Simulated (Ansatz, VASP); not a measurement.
# Cross-check of Al13C42N13 (graphene/h-AlN heterobilayer) between VASP and Ansatz, part 3 of 3

One calculation is typed for both programs; each brings its own data sets. How far apart do they land? The cell is taken from a series of runs on this material, whose earlier steps may have relaxed, scaled, displaced or heated it; both programs get it as it stands.

VASP 6.6.1 and Ansatz 0.2.0.

So far. Step 4 (Differences): The forces differ by 2.7 meV/Å r.m.s., which is 12.3 % of the r.m.s. force of 0.022 eV/Å (both taken over all components). With vacuum in the cell, a pressure given here is an average over mostly empty space and none of the material.

## Step 6: VASP: single point, LDA, pair 2

Level of this step: LDA; plane waves and PAW (C, Al, N) (VASP).

The same cell, functional (in two slightly different forms), mesh and smearing now go to VASP, with its own data sets.

File INCAR:

```
SYSTEM = Al13C42N13
PREC = Accurate
ENCUT = 520
EDIFF = 1E-06
NELM = 120
ISMEAR = -1
SIGMA = 0.025
LREAL = Auto
ALGO = Normal
GGA = PW92
NBANDS = 184
LORBIT = 11
LWAVE = .FALSE.
LCHARG = .FALSE.
ISIF = 2
LASPH = .TRUE.
GGA_COMPAT = .FALSE.
KPAR = 4
```

File POSCAR:

```
Al13C42N13
1.0
   11.2793000000      0.0000000000      0.0000000000
   -5.6396500000      9.7681600000      0.0000000000
    0.0000000000      0.0000000000     19.4400000000
C Al N
42 13 13
Direct
    0.0953000000      0.1426100000      0.4103800000
    0.1428500000      0.0472700000      0.4104800000
    0.1428300000      0.3806500000      0.4105700000
    0.1904400000      0.2853100000      0.4104200000
    0.1904300000      0.6187200000      0.4107100000
    0.2380000000      0.5235200000      0.4104400000
    0.2380100000      0.8568300000      0.4114500000
    0.2856300000      0.7615800000      0.4115200000
    0.2855600000      0.0949900000      0.4117800000
    0.3331500000      0.9996300000      0.4126500000
    0.3332800000      0.3330100000      0.4108600000
    0.3808200000      0.2377600000      0.4119300000
    0.3809300000      0.5711600000      0.4105200000
    0.4285800000      0.4759300000      0.4104700000
    0.4284900000      0.8091500000      0.4122200000
    0.4761400000      0.7139100000      0.4111800000
    0.4760900000      0.0473400000      0.4137900000
    0.5237200000      0.9521200000      0.4134800000
    0.5237700000      0.2855400000      0.4127000000
    0.5714500000      0.1902500000      0.4138500000
    0.5713200000      0.5235500000      0.4105600000
    0.6189400000      0.4282600000      0.4115500000
    0.6190300000      0.7615200000      0.4108300000
    0.6666500000      0.6663500000      0.4100300000
    0.6666400000      0.9996800000      0.4130100000
    0.7142700000      0.9043700000      0.4114900000
    0.7142600000      0.2378000000      0.4134300000
    0.7618700000      0.1425000000      0.4131300000
    0.7617700000      0.4758800000      0.4111800000
    0.8094600000      0.3806800000      0.4121400000
    0.8094900000      0.7139700000      0.4094900000
    0.8570200000      0.6186400000      0.4098900000
    0.8571500000      0.9520100000      0.4104700000
    0.9047200000      0.8567100000      0.4095300000
    0.9048600000      0.1901800000      0.4118300000
    0.9523600000      0.0948700000      0.4108100000
    0.9523900000      0.4283400000      0.4113100000
    0.9999900000      0.3330100000      0.4112300000
    0.9998600000      0.6663500000      0.4099000000
    0.0475100000      0.5711100000      0.4104800000
    0.0476200000      0.9044400000      0.4097600000
    0.0951500000      0.8091600000      0.4101000000
    0.1142000000      0.3703200000      0.5729600000
    0.1911500000      0.6780400000      0.5729300000
    0.2681200000      0.9857200000      0.5730200000
    0.3450500000      0.2933500000      0.5730700000
    0.4218500000      0.6011300000      0.5732500000
    0.4987500000      0.9088800000      0.5728500000
    0.5757400000      0.2164000000      0.5729700000
    0.6525500000      0.5240400000      0.5731900000
    0.7294100000      0.8319200000      0.5732000000
    0.8063600000      0.1395300000      0.5729100000
    0.8833600000      0.4470900000      0.5728900000
    0.9603000000      0.7549400000      0.5732000000
    0.0372700000      0.0626900000      0.5732900000
    0.1655200000      0.2421000000      0.5732100000
    0.2423200000      0.5497800000      0.5732100000
    0.3192500000      0.8574600000      0.5731900000
    0.3962800000      0.1651300000      0.5734200000
    0.4731300000      0.4728600000      0.5733800000
    0.5500300000      0.7806200000      0.5732800000
    0.6270000000      0.0882500000      0.5734900000
    0.7039100000      0.3959200000      0.5734200000
    0.7807700000      0.7036600000      0.5732000000
    0.8577900000      0.0113600000      0.5732900000
    0.9346700000      0.3189600000      0.5731200000
    0.0115400000      0.6266900000      0.5729000000
    0.0885300000      0.9344200000      0.5732900000
```

File KPOINTS:

```
Automatic mesh
0
Gamma
3 3 1
0 0 0
```

Potentials, in the order of the species: C, Al and N (LDA family, release 64).

Started as:

```bash
mpirun -np 8 vasp_std
```

Numbers of over 12 decimals in the logs are rounded to 6 here.

What it wrote:

```text
[banner, memory and clock lines left out]
running    8 mpi-ranks, on    1 nodes
[...]
[... a notice as in an earlier step ...]

 [... a notice as in an earlier step ...]

 LDA part: xc-table for (Slater(with rela. corr.)+PW92), standard interpolation
 POSCAR, INCAR and KPOINTS ok, starting setup
[...]
entering main loop
       N       E                     dE             d eps       ncg     rms          rms(c)
DAV:   1     0.221236194104E+04    0.22124E+04   -0.10726E+05  1912   0.116E+03
DAV:   2    -0.261026803062E+03   -0.24734E+04   -0.23510E+04  2640   0.281E+02
DAV:   3    -0.683268791037E+03   -0.42224E+03   -0.41817E+03  2208   0.118E+02
DAV:   4    -0.700056033351E+03   -0.16787E+02   -0.16713E+02  2224   0.281E+01
[...]
DAV:  24    -0.621298128663E+03   -0.45276E-05   -0.76066E-08  1384   0.478E-04    0.548E-04
DAV:  25    -0.621298133180E+03   -0.45172E-05   -0.92943E-08  1280   0.561E-04    0.153E-04
DAV:  26    -0.621298134056E+03   -0.87613E-06   -0.30926E-08  1320   0.311E-04
   1 F= -.62129813E+03 E0= -.62129048E+03  d E =-.153094E-01
```

Parts of OUTCAR (step 6):

```text
 POSITION                                       TOTAL-FORCE (eV/Angst)
 -----------------------------------------------------------------------------------
      0.27065      1.39304      7.97779        -0.026632     -0.026685     -0.062180
      1.34466      0.46174      7.97973        -0.018435      0.007145     -0.082088
     -0.53571      3.71825      7.98148         0.018784      0.004151     -0.088113
      0.53898      2.78695      7.97856        -0.012118      0.040362     -0.068704
     -1.34145      6.04376      7.98420        -0.014296     -0.023926     -0.080339
     -0.26800      5.11383      7.97895         0.024477     -0.006266     -0.072213
     -2.14764      8.36965      7.99859        -0.025521     -0.052256     -0.055900
     -1.07334      7.43924      7.99995         0.015299     -0.002905     -0.057375
      2.68521      0.92788      8.00500         0.001096     -0.047911     -0.051488
     -1.87986      9.76455      8.02192         0.024160      0.029174     -0.035624
      1.88111      3.25289      7.98712        -0.034044      0.037199     -0.079077
      2.95450      2.32248      8.00792         0.040539      0.043501     -0.040033
      1.07548      5.57918      7.98051        -0.022215     -0.051259     -0.072493
      2.15000      4.64896      7.97954        -0.021935     -0.007619     -0.063222
[...]
-----------------------------------------------------------------------------------
    total drift:                                0.008894     -0.034809     -0.095868

  FREE ENERGIE OF THE ION-ELECTRON SYSTEM (eV)
  ---------------------------------------------------
  free  energy   TOTEN  =      -621.2981340561 eV

  energy  without entropy=     -621.2828246910  energy(sigma->0) =     -621.29047937

[... 1 part as in an earlier step ...]
```

## Step 7: Side by side

Forces on 10 of the 68 atoms, those with the largest forces and the largest differences (eV/Å; atoms numbered as in POSCAR):

| atom | Ansatz x, y, z | VASP x, y, z |
| --- | --- | --- |
| C24 | -0.015, 0.026, -0.080 | -0.019, 0.034, -0.082 |
| C39 | 0.031, -0.023, -0.052 | 0.032, -0.017, -0.044 |
| C42 | -0.009, 0.012, -0.079 | -0.011, 0.019, -0.084 |
| Al43 | -0.011, -0.019, 0.122 | -0.011, -0.019, 0.124 |
| Al44 | 0.009, -0.003, 0.126 | 0.009, -0.003, 0.129 |
| Al45 | 0.032, 0.022, 0.124 | 0.030, 0.023, 0.126 |
| Al50 | 0.001, -0.026, 0.132 | 0.000, -0.025, 0.134 |
| Al51 | -0.012, 0.019, 0.126 | -0.009, 0.018, 0.127 |
| Al53 | -0.009, -0.033, 0.129 | -0.009, -0.032, 0.130 |
| Al54 | 0.010, -0.009, 0.138 | 0.011, -0.007, 0.140 |

The forces differ by 2.7 meV/Å r.m.s., which is 5.6 % of the r.m.s. force of 0.048 eV/Å (both taken over all components). With vacuum in the cell, a pressure given here is an average over mostly empty space and none of the material.

## Step 8: What came out

```json
{
 "r.m.s. force difference (single point, LDA, pair 1)": "2.7 meV/Å",
 "r.m.s. force difference (single point, LDA, pair 2)": "2.7 meV/Å"
}
```

The r.m.s. force difference is 2.7 meV/Å (single point, LDA, pair 1), within the 12 meV/Å picked in this series as the mark of a large difference. How closely two codes agree says nothing of how well the functional describes the real material.

[Lines on the potential files, build, host, timing and source positions are cut from VASP's logs without a mark.]

[Logs are printed without paths, hosts, clocks, repeated set-up lines and the standing remarks that a program may print on its own settings, such as how far it seeks lower states.]

[Hosts, paths, dates, database ids (printed as entryN), source tags and the programs' standing remarks are cut or masked in the printed files.]
